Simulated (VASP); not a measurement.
Level of theory: PBE GGA, VASP's PBE PAW potentials (set 64) (plane waves; VASP).

VASP input:

**KPOINTS**
```
Automatic mesh
0
Monkhorst-Pack
7 7 7
0 0 0
```

File POSCAR:
```
Ni3Al
1
    3.5700000000     0.0000000000     0.0000000000
    0.0000000000     3.5700000000     0.0000000000
    0.0000000000     0.0000000000     3.5700000000
Al Ni
1 3
Direct
  0.0000000000   0.0000000000   0.0000000000
  0.0000000000   0.5000000000   0.5000000000
  0.5000000000   0.0000000000   0.5000000000
  0.5000000000   0.5000000000   0.0000000000
```

### INCAR
```
ALGO  =  Normal
EDIFF  =  1E-6
ENCUT  =  400
GGA  =  PE
ISIF  =  2
ISMEAR  =  1
ISPIN  =  2
LASPH  =  T
LCHARG  =  F
LMAXMIX  =  4
LORBIT  =  10
LREAL  =  F
LWAVE  =  F
MAGMOM  =  0.0 0.5 0.5 0.5
NELM  =  100
PREC  =  Accurate
SIGMA  =  0.1
SYSTEM  =  Ni3Al
```

POTCAR, in this order: Al Ni (PBE.64 set). Program: vasp_std.

Output

### OUTCAR
```
 ion  position               nearest neighbor table
   1  0.000  0.000  0.000-   2 2.52   3 2.52   4 2.52   2 2.52   3 2.52   2 2.52   4 2.52   2 2.52
                             3 2.52   4 2.52   3 2.52   4 2.52
   2  0.000  0.500  0.500-   1 2.52   3 2.52   4 2.52   1 2.52   4 2.52   1 2.52   3 2.52   1 2.52
                             3 2.52   4 2.52   4 2.52   3 2.52
   3  0.500  0.000  0.500-   1 2.52   2 2.52   4 2.52   1 2.52   4 2.52   2 2.52   4 2.52   4 2.52
                             1 2.52   2 2.52   1 2.52   2 2.52
   4  0.500  0.500  0.000-   1 2.52   2 2.52   3 2.52   2 2.52   3 2.52   1 2.52   3 2.52   3 2.52
                             1 2.52   2 2.52   2 2.52   1 2.52
  LATTYP: Found a simple cubic cell.
 ALAT       =     3.5700000000
 Subroutine PRICEL returns:
 Original cell was already a primitive cell.
 Subroutine GETGRP returns: Found 48 space group operations
The static configuration has the point symmetry O_h .
The dynamic configuration has the point symmetry O_h .
The overall configuration has the point symmetry O_h .
 Subroutine INISYM returns: Found 48 space group operations
 Subroutine IBZKPT returns following result:
 Found     20 irreducible k-points:

 Following reciprocal coordinates:
            Coordinates               Weight
  0.000000  0.000000  0.000000      1.000000
  0.142857  0.000000  0.000000      6.000000
  0.285714  0.000000  0.000000      6.000000
  0.428571  0.000000  0.000000      6.000000
  0.142857  0.142857  0.000000     12.000000
  0.285714  0.142857  0.000000     24.000000
  0.428571  0.142857  0.000000     24.000000
  0.285714  0.285714  0.000000     12.000000
  0.428571  0.285714  0.000000     24.000000
  0.428571  0.428571  0.000000     12.000000
  0.142857  0.142857  0.142857      8.000000
  0.285714  0.142857  0.142857     24.000000
  0.428571  0.142857  0.142857     24.000000
  0.285714  0.285714  0.142857     24.000000
  0.428571  0.285714  0.142857     48.000000
  0.428571  0.428571  0.142857     24.000000
  0.285714  0.285714  0.285714      8.000000
  0.428571  0.285714  0.285714     24.000000
  0.428571  0.428571  0.285714     24.000000
  0.428571  0.428571  0.428571      8.000000
   k-points           NKPTS =     20   k-points in BZ     NKDIM =     20   number of bands    NBANDS=     21
   number of dos      NEDOS =    301   number of ions     NIONS =      4
   total plane-waves  NPLWV =  13824
   dimension x,y,z NGX =    24 NGY =   24 NGZ =   24
   dimension x,y,z NGXF=    48 NGYF=   48 NGZF=   48
   ions per type =               1   3
   PREC   = accura    normal or accurate (medium, high low for compatibility)
   ISTART =      0    job   : 0-new  1-cont  2-samecut
   ICHARG =      2    charge: 1-file 2-atom 10-const
   ISPIN  =      2    spin polarized calculation?
   LNONCOLLINEAR =      F non collinear calculations
   LSORBIT =      F    spin-orbit coupling
   INIWAV =      1    electr: 0-lowe 1-rand  2-diag
   ENCUT  =  400.0 eV  29.40 Ry    5.42 a.u.   5.82  5.82  5.82*2*pi/ulx,y,z
   NELM   =    100;   NELMIN=  2; NELMDL= -5     # of ELM steps
   EDIFF  = 0.1E-05   stopping-criterion for ELM
   LREAL  =      F    real-space projection
   NLSPLINE    = F    spline interpolate recip. space projectors
   LMAXMIX     =    4 max onsite mixed and CHGCAR
   VOSKOWN=      0    Vosko Wilk Nusair interpolation
   EDIFFG = 0.1E-04   stopping-criterion for IOM
   NSW    =      0    number of steps for IOM
   NBLOCK =      1;   KBLOCK =      1    inner block; outer block
   IBRION =     -1    ionic relax: 0-MD 1-quasi-New 2-CG
   NFREE  =      0    steps in history (QN), initial steepest desc. (CG)
   ISIF   =      2    stress and relaxation
   ISYM   =      2    0-nonsym 1-usesym 2-fastsym
   TEIN   =    0.0    initial temperature
   TEBEG  =    0.0;   TEEND  =   0.0 temperature during run
   SMASS  =  -3.00    Nose mass-parameter (am)
   PSTRESS=    0.0 pullay stress
   NELECT =      33.0000    total number of electrons
...
```

OSZICAR:
```
       N       E                     dE             d eps       ncg     rms          rms(c)
DAV:   1     0.168971242964E+03    0.16897E+03   -0.12221E+04  1704   0.164E+03
DAV:   2    -0.179423322304E+02   -0.18691E+03   -0.17871E+03  1680   0.326E+02
DAV:   3    -0.259097284212E+02   -0.79674E+01   -0.74897E+01  1840   0.928E+01
DAV:   4    -0.260490401616E+02   -0.13931E+00   -0.13891E+00  1934   0.109E+01
DAV:   5    -0.260540770942E+02   -0.50369E-02   -0.50364E-02  1963   0.199E+00    0.194E+01
DAV:   6    -0.271415669516E+02   -0.10875E+01   -0.66760E+01  1883   0.135E+02    0.215E+01
DAV:   7    -0.219271886610E+02    0.52144E+01   -0.19287E+01  1886   0.730E+01    0.252E+00
DAV:   8    -0.219220885733E+02    0.51001E-02   -0.43090E-01  1790   0.547E+00    0.159E+00
DAV:   9    -0.219012124590E+02    0.20876E-01   -0.52836E-02  2139   0.322E+00    0.495E-01
DAV:  10    -0.219006242012E+02    0.58826E-03   -0.31665E-03  1922   0.595E-01    0.141E-01
DAV:  11    -0.219005114781E+02    0.11272E-03   -0.20863E-04  1975   0.183E-01    0.889E-02
DAV:  12    -0.219004657057E+02    0.45772E-04   -0.78512E-05  2212   0.112E-01    0.409E-02
DAV:  13    -0.219004588934E+02    0.68123E-05   -0.86307E-06  1853   0.447E-02    0.160E-02
DAV:  14    -0.219004576203E+02    0.12731E-05   -0.21578E-06  1432   0.185E-02    0.799E-03
DAV:  15    -0.219004568482E+02    0.77218E-06   -0.54525E-07  1040   0.662E-03
   1 F= -.21900457E+02 E0= -.21900469E+02  d E =0.364231E-04  mag=     0.7876
```

OUTCAR:
```
------------------------ aborting loop because EDIFF is reached ----------------------------------------
  FORCE on cell =-STRESS in cart. coord.  units (eV):
  Direction    XX          YY          ZZ          XY          YZ          ZX
  --------------------------------------------------------------------------------------
  Total       -0.2592154     -0.2592154     -0.2592154     -0.0000000     -0.0000000      0.0000000
  in kB       -9.1278119     -9.1278119     -9.1278119     -0.0000000     -0.0000000      0.0000000
  external PRESSURE =      -9.1278119 kB  Pullay stress =       0.0000000 kB
  volume of cell :       45.50
      direct lattice vectors                 reciprocal lattice vectors
     3.570000000  0.000000000  0.000000000     0.280112045  0.000000000  0.000000000
     0.000000000  3.570000000  0.000000000     0.000000000  0.280112045  0.000000000
     0.000000000  0.000000000  3.570000000     0.000000000  0.000000000  0.280112045
 POSITION                                       TOTAL-FORCE (eV/Angst)
 -----------------------------------------------------------------------------------
      0.00000      0.00000      0.00000         0.000000      0.000000      0.000000
      0.00000      1.78500      1.78500         0.000000      0.000000      0.000000
      1.78500      0.00000      1.78500         0.000000      0.000000      0.000000
      1.78500      1.78500      0.00000         0.000000      0.000000      0.000000
 -----------------------------------------------------------------------------------
    total drift:                                0.000000     -0.000000     -0.000000
  FREE ENERGIE OF THE ION-ELECTRON SYSTEM (eV)
  ---------------------------------------------------
  free  energy   TOTEN  =       -21.9004568482 eV

  energy  without entropy=      -21.9004932713  energy(sigma->0) =      -21.90046899

 total charge

# of ion       s       p       d       tot
------------------------------------------
    1        0.407   0.390   0.000   0.797
    2        0.490   0.510   8.372   9.372
    3        0.490   0.510   8.372   9.372
    4        0.490   0.510   8.372   9.372
--------------------------------------------------
tot          1.876   1.922  25.115  28.912

 magnetization (x)

# of ion       s       p       d       tot
------------------------------------------
    1       -0.000  -0.008   0.000  -0.008
    2       -0.003  -0.010   0.293   0.280
    3       -0.003  -0.010   0.293   0.280
    4       -0.003  -0.010   0.293   0.280
--------------------------------------------------
tot         -0.010  -0.037   0.879   0.832
```
(Selected blocks of OUTCAR.)

The compound is Ni3Al in the L1_2 structure. The cell was not relaxed at this level. The run is one of a series of settings (KPOINTS 7×7×7 Monkhorst-Pack mesh against the base run), some of them coarse on purpose.
